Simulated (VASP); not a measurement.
Consider the following.

```yaml
crystal:
  lattice:
    - [4.07301, 0.00000, 0.00000]
    - [0.00000, 4.07301, 0.00000]
    - [0.00000, 0.00000, 4.07301]
  atoms:
    - { symbol: Cs, position: [0.00000, 0.00000, 0.00000] }
    - { symbol: Cl, position: [0.50000, 0.50000, 0.50000] }
```

Method: PBEsol GGA, VASP's PBE PAW potentials (set 64) (plane waves; VASP 6.6.1). Run with 530 eV cut-off, 6×6×6 Γ-centred mesh, Gaussian smearing of 0.050 eV, potentials Cs_sv Cl.

Give the elastic stiffness tensor with the ions relaxed (GPa, in the frame of the cell).

```csv
,xx,yy,zz,yz,xz,xy
xx,37.8,9.0,9.0,0.0,0.0,0.0
yy,9.0,37.8,9.0,0.0,0.0,0.0
zz,9.0,9.0,37.8,0.0,0.0,0.0
yz,0.0,0.0,0.0,9.2,0.0,0.0
xz,0.0,0.0,0.0,0.0,9.2,0.0
xy,0.0,0.0,0.0,0.0,0.0,9.2
```

Estimate the Hill bulk modulus, Hill shear modulus, Young's modulus, Poisson's ratio.

| Item | Value |
|---|---|
| Hill bulk modulus | 18.6 GPa |
| Hill shear modulus | 11.0 GPa |
| Young's modulus | 276 kbar |
| Poisson's ratio | 0.253 |

The compound is CsCl in the CsCl type structure. It was relaxed first.
